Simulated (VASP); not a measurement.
VASP input:

POSCAR:
```
Pd
1
    0.0000000000     1.9839000000     1.9839000000
    1.9839000000     0.0000000000     1.9839000000
    1.9839000000     1.9839000000     0.0000000000
Pd
1
Direct
  0.0000000000   0.0000000000   0.0000000000
```

**INCAR**
```
SYSTEM = Pd
PREC = Accurate
ENCUT = 400
EDIFF = 1E-6
NELM = 100
ALGO = Normal
LREAL = .FALSE.
LASPH = .TRUE.
ISMEAR = 0
SIGMA = 1.0
GGA = PE
LMAXMIX = 4
LWAVE = .FALSE.
LCHARG = .FALSE.
ISIF = 2
```

### KPOINTS
```
Automatic mesh
0
Gamma
12 12 12
0 0 0
```

POTCAR, in this order: Pd (PBE.64 set). Program: vasp_std.

What VASP printed:

**standard output**
```
 POSCAR found type information on POSCAR Pd
 POSCAR found :  1 types and       1 ions
 Reading from existing POTCAR
 Reading from existing POTCAR
 LDA part: xc-table for (Slater+PW92), standard interpolation
 POSCAR, INCAR and KPOINTS ok, starting setup
 WAVECAR not read
 entering main loop
       N       E                     dE             d eps       ncg     rms          rms(c)
DAV:   1     0.302621089961E+02    0.30262E+02   -0.44796E+03  1328   0.818E+02
DAV:   2    -0.554373381242E+01   -0.35806E+02   -0.34595E+02  1395   0.169E+02
DAV:   3    -0.583947962504E+01   -0.29575E+00   -0.29490E+00  1503   0.174E+01
DAV:   4    -0.584096875198E+01   -0.14891E-02   -0.14890E-02  1507   0.118E+00
DAV:   5    -0.584098659791E+01   -0.17846E-04   -0.17845E-04  1485   0.107E-01    0.685E+00
DAV:   6    -0.557685580808E+01    0.26413E+00   -0.12750E+00  1319   0.106E+01    0.340E+00
DAV:   7    -0.556849004476E+01    0.83658E-02   -0.51650E-03  1386   0.668E-01    0.185E+00
DAV:   8    -0.556520754732E+01    0.32825E-02   -0.88325E-04  1376   0.240E-01    0.482E-02
DAV:   9    -0.556521144631E+01   -0.38990E-05   -0.74158E-06  1578   0.272E-02    0.111E-02
DAV:  10    -0.556521573718E+01   -0.42909E-05   -0.17467E-06  1446   0.147E-02    0.335E-03
DAV:  11    -0.556521551647E+01    0.22070E-06   -0.13284E-08   669   0.107E-03
   1 F= -.55652155E+01 E0= -.52905680E+01  d E =-.549295E+00
```

OUTCAR:
```
------------------------ aborting loop because EDIFF is reached ----------------------------------------
  FORCE on cell =-STRESS in cart. coord.  units (eV):
  Direction    XX          YY          ZZ          XY          YZ          ZX
  --------------------------------------------------------------------------------------
  Total       -0.1086278     -0.1086278     -0.1086278      0.0000000      0.0000000     -0.0000000
  in kB      -11.1445399    -11.1445399    -11.1445399      0.0000000      0.0000000     -0.0000000
  external PRESSURE =     -11.1445399 kB  Pullay stress =       0.0000000 kB
  volume of cell :       15.62
      direct lattice vectors                 reciprocal lattice vectors
     0.000000000  1.983900000  1.983900000    -0.252028832  0.252028832  0.252028832
     1.983900000  0.000000000  1.983900000     0.252028832 -0.252028832  0.252028832
     1.983900000  1.983900000  0.000000000     0.252028832  0.252028832 -0.252028832
 POSITION                                       TOTAL-FORCE (eV/Angst)
 -----------------------------------------------------------------------------------
      0.00000      0.00000      0.00000        -0.000000      0.000000     -0.000000
 -----------------------------------------------------------------------------------
    total drift:                                0.000000     -0.000000     -0.000000
  FREE ENERGIE OF THE ION-ELECTRON SYSTEM (eV)
  ---------------------------------------------------
  free  energy   TOTEN  =        -5.5652155165 eV

  energy  without entropy=       -5.0159205361  energy(sigma->0) =       -5.29056803
```
(Selected blocks of OUTCAR.)

**Question.** The run ends quietly. Is anything wrong with it?

**Answer.** The cause: SIGMA is far too large. The run ends without an error. Against the sound run, the energy per atom (σ→0) falls by 0.075 eV/atom; the pressure increases by 2.82 GPa. To mend it, set ISMEAR = 1, set SIGMA = 0.1.

The mended run (PBE GGA, plane waves, VASP's PBE PAW potentials (set 64)) converges, and its OSZICAR ends with
```
   1 F= -.52159347E+01 E0= -.52153489E+01  d E =-.175752E-02
```

The compound is Pd in the fcc structure. The cell was not relaxed at this level.
